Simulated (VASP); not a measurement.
# InSbO2: relaxation of cell and atoms with PBE

The system is InSbO2.

```
In Sb O
1.0
     3.80267    0.00000    0.00000
     0.00000    3.80267    0.00000
     0.00000    0.00000    5.03088
In Sb O
1 1 2
Direct
  0.00000 0.00000 0.27918
  0.50000 0.50000 0.79671
  0.00000 0.50000 0.99715
  0.50000 0.00000 0.99715
```

The cell was built by a generator and needn't be a form met in nature.

| Item | Value |
| --- | --- |
| Program | VASP 6.6.1 |
| Task | relaxation of cell and atoms |
| Functional | PBE |
| Potentials or basis | VASP PAW PBE potentials, release 64 (In_d, Sb, O) |
| Cutoff | 520 eV |
| k mesh | 10 × 10 × 8 |
| Occupations | gaussian, width 0.1 eV |
| Spin | no spin polarisation |
| Further INCAR settings | ALGO = Normal; EDIFF = 1e-07; IBRION = 2; POTIM = 0.3; EDIFFG = -0.005; NSW = 60; ISIF = 3 |

```yaml
Relaxed_volume: 18.19 Å³/atom
Relaxed_cell: a = 3.803 Å, b = 3.803 Å, c = 5.032 Å, α = 90.00°, β = 90.00°, γ = 90.00°
Space_group_after_relaxing_to_0.05_Å: P4mm (No. 99)
Energy_gained_by_relaxing: 0.0 meV/atom
Ionic_steps: 2
Pressure_after_relaxing: 0.0 GPa
Band_gap_on_the_k_mesh: 0.49 eV, direct
```

Forces in eV/Å, atoms in the order of the input:
```
In   0.000  0.000  0.002
Sb   0.000  0.000  0.002
O    0.000  0.000 -0.002
O    0.000  0.000 -0.002
```

Final structure:
```yaml
crystal:
  lattice:
    - [3.80265, 0.00000, 0.00000]
    - [0.00000, 3.80265, 0.00000]
    - [0.00000, 0.00000, 5.03165]
  atoms:
    - { symbol: In, position: [0.00000, 0.00000, 0.27921] }
    - { symbol: Sb, position: [0.50000, 0.50000, 0.79669] }
    - { symbol: O, position: [0.00000, 0.50000, 0.99714] }
    - { symbol: O, position: [0.50000, 0.00000, 0.99714] }
```

Levels at points of the mesh, in eV from the valence-band top:
| k point | band 12 | band 13 | band 14 | band 15 | band 16 | band 17 | band 18 | band 19 |
| --- | --- | --- | --- | --- | --- | --- | --- | --- |
| (0.00, 0.00, 0.00) | -3.04 | -2.51 | -2.51 | -0.57 | 1.93 | 4.37 | 4.37 | 5.57 |
| (0.50, 0.00, 0.00) | -4.66 | -3.50 | -2.95 | -1.58 | 2.65 | 3.83 | 4.59 | 4.89 |
| (0.50, 0.50, 0.00) | -3.19 | -2.62 | -1.53 | 0.00 | 0.49 | 0.49 | 4.52 | 4.97 |
| (0.00, 0.00, 0.50) | -3.07 | -2.51 | -2.51 | -1.89 | 1.64 | 3.25 | 3.25 | 4.46 |
| (0.50, 0.00, 0.50) | -4.52 | -3.46 | -2.01 | -0.75 | 2.22 | 3.03 | 4.66 | 5.70 |
| (0.50, 0.50, 0.50) | -3.58 | -2.61 | -1.53 | -0.89 | 2.48 | 2.48 | 4.12 | 4.12 |

Wall time 43 s on 4 MPI ranks on Intel(R) Xeon(R) Platinum 8488C (Sapphire Rapids), on a shared host, peak memory 0.29 GiB a rank.

Caveat: spin-orbit coupling is left out, which moves the levels of the heavy elements. A k mesh can miss the band edges.
